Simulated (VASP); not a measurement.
Here is the system:

```
CELL_PARAMETERS angstrom
      0.00000     2.91834     2.91834
      2.91834     0.00000     2.91834
      2.91834     2.91834     0.00000
ATOMIC_POSITIONS crystal
  Zn 0.00000 0.00000 0.00000
  Se 0.25000 0.25000 0.25000
```

The numbers are results of vdW-DF2, VASP's PBE PAW potentials (set 64) (plane waves; VASP), not measurements. Run with 520 eV cut-off, 8×8×8 Γ-centred mesh, Gaussian smearing of 0.050 eV, potentials Zn Se.

**Question.** Give the stress tensor in GPa (positive for a compressed cell).

**Answer.** 
```
1.51  0.00  0.00
0.00  1.51  0.00
0.00  0.00  1.51
```
The pressure is its mean diagonal, 1.51 GPa.

The compound is ZnSe in the zinc blende structure. This cell is one point of a volume scan, at 0.97 of the reference volume.
